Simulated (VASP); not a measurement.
# Ge (Fd-3m) in VASP: a series of runs, part 2 of 2

VASP 6.6.1.

## (3) Optical spectrum, LDA

File INCAR:

```
SYSTEM = Ge
PREC = Accurate
ENCUT = 520
EDIFF = 1E-7
ISMEAR = 0
SIGMA = 0.02
LREAL = .FALSE.
LASPH = .TRUE.
NELM = 100
ALGO = Normal
ISIF = 2
LWAVE = .FALSE.
LCHARG = .FALSE.
GGA = CA
LOPTICS = .TRUE.
NBANDS = 38
NEDOS = 2000
CSHIFT = 0.1
```

File KPOINTS:

```
Automatic mesh
0
G
  14 14 14
  0 0 0
```

File POSCAR:

```
Ge                                      
1.0
   -0.0000000000      2.8121996657      2.8121996657
    2.8121996657      0.0000000000      2.8121996657
    2.8121996657      2.8121996657      0.0000000000
  Ge            
     2
Direct
     0.0000000000000000    0.0000000000000000    0.0000000000000000
     0.2500000000000000    0.2500000000000000    0.2500000000000000
```

Potentials or basis: VASP PAW LDA potentials, release 64 (Ge_d).

Run with:

```bash
> cat potpaw_LDA.64/Ge_d/POTCAR > POTCAR
> mpirun -np 1 vasp_std > vasp.out
```

OUTCAR:

```text
SYSTEM = Ge
   PREC = Accurate
   ENCUT = 520
   EDIFF = 1E-7
   ISMEAR = 0
   LREAL = .FALSE.
   LASPH = .TRUE.
   NELM = 100
   ISIF = 2
   GGA = CA

 ion  position               nearest neighbor table
   1  0.000  0.000  0.000-   2 2.44   2 2.44   2 2.44   2 2.44
   2  0.250  0.250  0.250-   1 2.44   1 2.44   1 2.44   1 2.44

  LATTYP: Found a face centered cubic cell.
 ALAT       =     5.6243993314

  Lattice vectors:

 A1 = (   0.0000000000,   2.8121996657,   2.8121996657)
 A2 = (   2.8121996657,   0.0000000000,   2.8121996657)
 A3 = (   2.8121996657,   2.8121996657,   0.0000000000)

Analysis of symmetry for initial positions (statically):
=====================================================================
 Subroutine PRICEL returns:
 Original cell was already a primitive cell.

 Routine SETGRP: Setting up the symmetry group for a
 face centered cubic supercell.

 Subroutine GETGRP returns: Found 48 space group operations
 (whereof 24 operations were pure point group operations)
 out of a pool of 48 trial point group operations.

The static configuration has the point symmetry T_d .
 The point group associated with its full space group is O_h .

Analysis of symmetry for dynamics (positions and initial velocities):
=====================================================================
 Subroutine PRICEL returns:
 Original cell was already a primitive cell.

 Routine SETGRP: Setting up the symmetry group for a
 face centered cubic supercell.

 Subroutine GETGRP returns: Found 48 space group operations
 (whereof 24 operations were pure point group operations)
 out of a pool of 48 trial point group operations.

The dynamic configuration has the point symmetry T_d .
 The point group associated with its full space group is O_h .

 Subroutine INISYM returns: Found 48 space group operations
 (whereof 24 operations are pure point group operations),
 and found     1 'primitive' translations

----------------------------------------------------------------------------------------

                                     Primitive cell

  volume of cell :      44.4804

  direct lattice vectors                    reciprocal lattice vectors
     0.000000000  2.812199666  2.812199666    -0.177796764  0.177796764  0.177796764
     2.812199666  0.000000000  2.812199666     0.177796764 -0.177796764  0.177796764
     2.812199666  2.812199666  0.000000000     0.177796764  0.177796764 -0.177796764

  length of vectors
     3.977050907  3.977050907  3.977050907     0.307953028  0.307953028  0.307953028
[... 130 lines left out ...]

 E-fermi :   4.9135     XC(G=0): -10.3725

 val. band max:        4.8978795511   @ k =   0.0000   0.0000   0.0000
 cond. band min:       4.9168287107   @ k =   0.0000   0.0000   0.0000
 fundamental gap:      0.0189491597
 Fermi energy:         4.9134602902

 k-point     1 :       0.0000    0.0000    0.0000
  band No.  band energies     occupation
      1     -20.0674      2.00000
      2     -20.0674      2.00000
      3     -20.0674      2.00000
      4     -20.0293      2.00000
      5     -20.0293      2.00000
      6     -19.8088      2.00000
[... 685 lines left out ...]
     25      22.1562      0.00000
     26      22.4404      0.00000

 [... further k-points ...]

 [bands above 26 left out]

------------------------ aborting loop because EDIFF is reached ----------------------------------------

  FORCE on cell =-STRESS in cart. coord.  units (eV):
  Direction    XX          YY          ZZ          XY          YZ          ZX
  --------------------------------------------------------------------------------------
  -------------------------------------------------------------------------------------
  Total        0.0045815      0.0045815      0.0045815      0.0000000      0.0000000     -0.0000000
  in kB        0.1650254      0.1650254      0.1650254      0.0000000      0.0000000     -0.0000000
  external PRESSURE =       0.1650254 kB  Pullay stress =       0.0000000 kB

 VOLUME and BASIS-vectors are now :
 -----------------------------------------------------------------------------
  energy-cutoff  :      520.00
  volume of cell :       44.48
      direct lattice vectors                 reciprocal lattice vectors
     0.000000000  2.812199666  2.812199666    -0.177796764  0.177796764  0.177796764
     2.812199666  0.000000000  2.812199666     0.177796764 -0.177796764  0.177796764
     2.812199666  2.812199666  0.000000000     0.177796764  0.177796764 -0.177796764

 POSITION                                       TOTAL-FORCE (eV/Angst)
 -----------------------------------------------------------------------------------
      0.00000      0.00000      0.00000        -0.000000     -0.000000     -0.000000
      1.40610      1.40610      1.40610         0.000000      0.000000      0.000000
 -----------------------------------------------------------------------------------
    total drift:                                0.000000      0.000000      0.000000

  FREE ENERGIE OF THE ION-ELECTRON SYSTEM (eV)
  ---------------------------------------------------
  free  energy   TOTEN  =       -10.3918807058 eV

  energy  without entropy=      -10.3918699848  energy(sigma->0) =      -10.39187535

 electrical conductivity sigma (Mega S m-1) (frequency dependency in vasprun.xml)
  --------------------------------------------------------------------------------------
       0.000       0.000      -0.000
       0.000       0.000       0.000
       0.000       0.000       0.000

  frequency dependent IMAGINARY DIELECTRIC FUNCTION (independent particle, no local field effects) density-density
     E(ev)      X         Y         Z        XY        YZ        ZX
  --------------------------------------------------------------------------------------------------------------
     0.00000     0.00000     0.00000     0.00000     0.00000     0.00000     0.00000
     0.76864     6.65979     6.65979     6.65979     0.00000     0.00000     0.00000
     1.53728    30.52366    30.52366    30.52366    -0.00000     0.00000    -0.00000
     2.30592    15.07670    15.07670    15.07670     0.00000    -0.00000    -0.00000
     3.07456    23.39767    23.39767    23.39767    -0.00000    -0.00000    -0.00000
     3.84320    26.59861    26.59861    26.59861     0.00000     0.00000     0.00000
[... 92 lines left out ...]
    75.32679     0.00020     0.00020     0.00020     0.00000     0.00000     0.00000
    76.09543     0.00019     0.00019     0.00019     0.00000     0.00000     0.00000

  frequency dependent      REAL DIELECTRIC FUNCTION (independent particle, no local field effects) density-density
     E(ev)        X           Y           Z          XY          YZ          ZX
  --------------------------------------------------------------------------------------------------------------
     0.00000   958.06515   958.06515   958.06515     0.00000     0.00000     0.00000
     0.76864     9.26464     9.26464     9.26464     0.00000     0.00000     0.00000
     1.53728    14.62329    14.62329    14.62329     0.00000     0.00000    -0.00000
     2.30592    13.65760    13.65760    13.65760     0.00000     0.00000    -0.00000
     3.07456     9.85860     9.85860     9.85860     0.00000     0.00000     0.00000
     3.84320    -9.01251    -9.01251    -9.01251    -0.00000    -0.00000    -0.00000
[... 92 lines left out ...]
    75.32679     0.93664     0.93664     0.93664    -0.00000    -0.00000    -0.00000
    76.09543     0.93812     0.93812     0.93812    -0.00000    -0.00000    -0.00000

  frequency dependent IMAGINARY DIELECTRIC FUNCTION (independent particle, no local field effects) current-current
     E(ev)      X         Y         Z        XY        YZ        ZX
  --------------------------------------------------------------------------------------------------------------
     0.00000   236.10504   236.10504   236.10504    -0.00000    -0.00000     0.00000
     0.76864     8.70190     8.70190     8.70190    -0.00000    -0.00000     0.00000
     1.53728    32.17057    32.17057    32.17057    -0.00000     0.00000    -0.00000
     2.30592    16.15747    16.15747    16.15747    -0.00000    -0.00000     0.00000
     3.07456    23.95646    23.95646    23.95646    -0.00000    -0.00000    -0.00000
     3.84320    26.04257    26.04257    26.04257    -0.00000    -0.00000     0.00000
[... 92 lines left out ...]
    75.32679     0.00003     0.00003     0.00003     0.00000     0.00000    -0.00000
    76.09543     0.00003     0.00003     0.00003     0.00000     0.00000    -0.00000

  frequency dependent      REAL DIELECTRIC FUNCTION (independent particle, no local field effects) current-current
     E(ev)        X           Y           Z          XY          YZ          ZX
  --------------------------------------------------------------------------------------------------------------
     0.00000   -41.14429   -41.14429   -41.14429    -0.00000    -0.00000     0.00000
     0.76864    25.47977    25.47977    25.47977    -0.00000    -0.00000     0.00000
     1.53728    15.04593    15.04593    15.04593     0.00000    -0.00000     0.00000
     2.30592    14.32266    14.32266    14.32266    -0.00000    -0.00000     0.00000
     3.07456     9.44369     9.44369     9.44369     0.00000     0.00000     0.00000
     3.84320    -9.66814    -9.66814    -9.66814     0.00000     0.00000    -0.00000
[... 92 lines left out ...]
    75.32679     0.93851     0.93851     0.93851    -0.00000     0.00000    -0.00000
    76.09543     0.93996     0.93996     0.93996    -0.00000     0.00000    -0.00000
```

stdout:

```text
POSCAR found type information on POSCAR Ge
 POSCAR found :  1 types and       2 ions
 scaLAPACK will be used
 LDA part: xc-table for (Slater(with rela. corr.)+CA(PZ))
 , standard interpolation
 POSCAR, INCAR and KPOINTS ok, starting setup
 FFT: planning ... GRIDC
 FFT: planning ... GRID_SOFT
 FFT: planning ... GRID
 WAVECAR not read
 entering main loop
 optical routines
 imaginary and real dielectric function
 recalculating local potential from charge density
 direction            1
 direction            2
 direction            3
```

Wall time 2.3 min (1 thread of Intel Xeon Platinum 8259CL at 2.50GHz (Skylake/Cascade Lake), shared host); peak memory 0.36 GiB.

Results:

| Property | Result |
| --- | --- |
| Free energy | -10.3919 eV |
| Pressure | 0.0 GPa |
| Band gap on the k mesh | 0.02 eV, direct |

Dielectric function (mean over the directions given):
```csv
energy (eV),real part,imaginary part
0.31,-61.14,62.49
1.31,26.97,11.24
2.31,13.66,15.08
3.38,11.46,20.43
4.38,-11.06,23.25
5.46,-6.33,7.02
6.46,-6.06,3.12
7.53,-3.37,2.67
8.53,-2.78,2.04
9.61,-2.14,1.09
10.61,-1.56,1.05
11.68,-1.12,0.64
12.68,-0.81,0.57
13.76,-0.51,0.32
14.76,-0.31,0.31
15.83,-0.17,0.23
16.83,0.00,0.13
17.91,0.14,0.12
18.91,0.24,0.07
19.98,0.34,0.07
```

Caveat: independent-particle spectra lack excitons.

## (4) Comparison with measurements

Step 2. Against the measured gap of Ge, 0.807 eV (direct; 300 K; “Electronic and optical properties of SixGe1-x-ySny alloys lattice-matched to Ge”, 2021, arxiv:2109.02782), the calculated 0.02 eV is off by -0.79 eV. 3 values of this kind are on record (0.666 to 0.807 eV); this one was drawn at random among those near their median. Spin-orbit coupling on Ge is left out. The value is that of LDA, without temperature or zero-point motion. Semilocal functionals fall short of measured gaps as a rule.

Step 3. Against the measured gap of Ge, 0.807 eV (direct; 300 K; “Electronic and optical properties of SixGe1-x-ySny alloys lattice-matched to Ge”, 2021, arxiv:2109.02782), the calculated 0.02 eV is off by -0.79 eV. 3 values of this kind are on record (0.666 to 0.807 eV); this one was drawn at random among those near their median. Spin-orbit coupling on Ge is left out. The value is that of LDA on a finite k mesh, which can miss the band edges, without temperature or zero-point motion. Semilocal functionals fall short of measured gaps as a rule.
